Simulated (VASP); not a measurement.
```
PtSn3
1.0
   -2.03892     2.03892     4.54157
    2.03892    -2.03892     4.54157
    2.03892     2.03892    -4.54157
Sn Pt
3 1
Direct
  0.50000   0.50000   0.00000
  0.75000   0.25000   0.50000
  0.25000   0.75000   0.50000
  0.00000   0.00000   0.00000
```

Level of theory: PBE GGA, VASP's PBE PAW potentials (set 64) (plane waves; VASP). Run with 300 eV cut-off, 5×5×5 Γ-centred mesh, Fermi-Dirac smearing of 0.10 eV, potentials Sn_d Pt.

At this cut-off the stress carries a Pulay error, which pulls relaxed volumes low. Energy and stress use the plane-wave basis of the starting cell.

The ions, cell shape and volume are relaxed. What does this cell relax into?

```
PtSn3
1.0
   -2.32130     2.32130     4.23730
    2.32130    -2.32130     4.23730
    2.32130     2.32130    -4.23730
Sn Pt
3 1
Cartesian
  2.32130   2.32130   0.00000
  0.00000   2.32130   2.11865
  2.32130   0.00000   2.11865
  2.32130   2.32130   4.23730
```
Space group I4/mmm (139), at a tolerance of 0.03 Å.

How do energy and volume change from the first to the last step?

The energy (σ→0) changes by -346.7 meV/atom and the volume by +20.9 %, in 13 ionic steps.

The structure was generated: Sn3Pt was put into an ordered model structure, which need not be its known phase. This run relaxes it. Symmetry was kept, so distortions that lower it aren't found. The k-mesh is coarse (spacing up to 0.38 per Å, 2π included), so the numbers may not be converged in it. The run is one of a series of settings (EDIFFG = -0.01, IBRION = 2, ISIF = 3, NSW = 50 against the base run), some of them coarse on purpose.
